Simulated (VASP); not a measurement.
Input for VASP

File POSCAR:
```
GeS
1
    3.1295898976     0.0000000001     0.0000000000
   -1.5647949486     2.7103057192    -0.0000000000
   -0.0000000000    -0.0000000000     6.7079951104
Ge S
2 2
Direct
  0.0000000000   1.0000000000   0.0000000000
  0.0000000000   1.0000000000   0.5000000000
  0.3333330000   0.6666670000   0.2500000000
  0.6666670000   0.3333330000   0.7500000000
```

KPOINTS:
```
kpoints
0
G
  11 11 5
```

**INCAR**
```
ALGO = Normal
EDIFF = 1E-6
EDIFFG = -0.02
ENCUT = 500
GGA = PS
IBRION = 2
ISIF = 3
ISMEAR = 1
LASPH = .True.
LCHARG = .False.
LMAXMIX = 4
LREAL = .False.
LWAVE = .False.
NELM = 100
NSW = 40
PREC = Accurate
PSTRESS = 300
SIGMA = 0.1
SYSTEM = GeS
```

POTCAR, in this order: Ge_d S (PBE.64 set). Program: vasp_std.

Question: Translate this PBEsol calculation to Quantum ESPRESSO's pw.x.

Answer: One equivalent input (not run):
```
&CONTROL
  calculation = 'vc-relax'
  pseudo_dir = './pseudo'
  outdir = './out'
  tprnfor = .true.
  tstress = .true.
  nstep = 40
  forc_conv_thr = 0.00078
/
&SYSTEM
  ibrav = 0
  nat = 4
  ntyp = 2
  ecutwfc = 78
  occupations = 'smearing'
  smearing = 'methfessel-paxton'
  degauss = 0.00735
  input_dft = 'pbesol'
/
&ELECTRONS
  conv_thr = 7.3e-08
  electron_maxstep = 100
/
&IONS
/
&CELL
  press = 300
/
ATOMIC_SPECIES
  Ge 72.630 Ge.upf
  S 32.060 S.upf
CELL_PARAMETERS angstrom
     3.1295899    0.0000000    0.0000000
    -1.5647949    2.7103057   -0.0000000
    -0.0000000   -0.0000000    6.7079951
ATOMIC_POSITIONS crystal
  Ge   0.0000000  1.0000000  0.0000000
  Ge   0.0000000  1.0000000  0.5000000
  S    0.3333330  0.6666670  0.2500000
  S    0.6666670  0.3333330  0.7500000
K_POINTS automatic
  11 11 5 0 0 0
```
The two are equivalent in intent, not identical: the potentials are each code's own (VASP's PAW set, PseudoDojo norm-conserving files in pw.x), so ENCUT and ecutwfc are chosen apart and not converted; conv_thr bounds pw.x's estimated SCF error, while EDIFF bounds the energy change between steps; forc_conv_thr acts on force components and is met together with etot_conv_thr.

The structure was generated: GeS was put into the NiAs type type (P6_3/mmc), which need not be its known phase. It was relaxed first under an external pressure of 30 GPa.
